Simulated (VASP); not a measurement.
```
SnSe2
1.0
    1.90997    -3.30817     0.00000
    1.90997     3.30817     0.00000
    0.00000     0.00000     6.78412
Sn Se
1 2
Cartesian
  1.90997  -3.30817   0.00000
  1.90997   1.10272   1.58035
  1.90997  -1.10272   5.20377
```

Computed with AM05 GGA, VASP's PBE PAW potentials (set 64) (plane waves; VASP). Settings: 520 eV cut-off, 8×8×4 Γ-centred mesh, tetrahedra with Blöchl corrections, potentials Sn_d Se.

Without a dispersion term in the relaxation, distances and binding between the weakly bound layers, chains or molecules are unreliable, and so is what depends on them.

**Question.** Estimate the energy per atom (σ→0).

**Answer.** 
```json
{
  "energy per atom (σ→0)": "-4.078 eV/atom"
}
```

The compound is SnSe2 in the 1T layered structure. It was relaxed first, which changed the volume by +11 %.
